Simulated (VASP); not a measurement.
```
CsCl
1.0
    4.12396     0.00000     0.00000
    0.00000     4.12396     0.00000
    0.00000     0.00000     4.12396
Cs Cl
1 1
Direct
  0.00000   0.00000   0.00000
  0.50000   0.50000   0.50000
```

These are HSEsol screened hybrid, VASP's PBE PAW potentials (set 64) (plane waves; VASP) values and carry that method's errors. Numerical set-up: 520 eV cut-off, 6×6×6 Γ-centred mesh, Gaussian smearing of 0.050 eV, potentials Cs_sv Cl.

Unless said otherwise, spin-orbit coupling is left out, though it shifts the bands of the heavy elements here.

Problem. Estimate the energy per atom (σ→0), band gap (on the k-mesh) with the smallest direct gap where there is one.

Solution. 
```
Quantity                                      Value
-----------------------------------  --------------
band gap (on the k-mesh)                    6.41 eV
smallest direct gap (on the k-mesh)         6.41 eV
energy per atom (σ→0)                -3.940 eV/atom
```

Only differences to runs with the same potentials and settings are physical.

The compound is CsCl in the CsCl type structure. This cell is one point of a volume scan, at 0.94 of the reference volume. The cell's shape comes from a PBE relaxation.
